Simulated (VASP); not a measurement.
Cost and result of VASP (PAW) for the lattice constant a of CdF$_{2}$ (fluorite). Static lattice. The cost counts the five points of the equation of state, each on the mesh and cut-off of its row, so the ratios hold those differences too. With PBE it took about 60 core-seconds. The timings are rough (shared machines, no repeats); factors under 2 mean little.

| level | k-mesh | cut-off (eV) | lattice constant a (Å) | cost over PBE |
|---|---|---|---|---|
| LDA | 7×7×7 | 520 | 5.320 | within a factor of 2 |
| PBEsol | 7×7×7 | 520 | 5.402 | within a factor of 2 |
| PBE | 7×7×7 | 520 | 5.498 | reference |
| r2SCAN | 7×7×7 | 520 | 5.409 | about 6 times |
| SCAN | 7×7×7 | 520 | (withheld) | about 6 times |

Q: Complete the blanks.

A: 
- SCAN, lattice constant a (Å): 5.396

Left out are levels that failed, ran on another kind of processor or have no fit band path; at most nine are shown.

The compound is CdF2 in the fluorite structure.
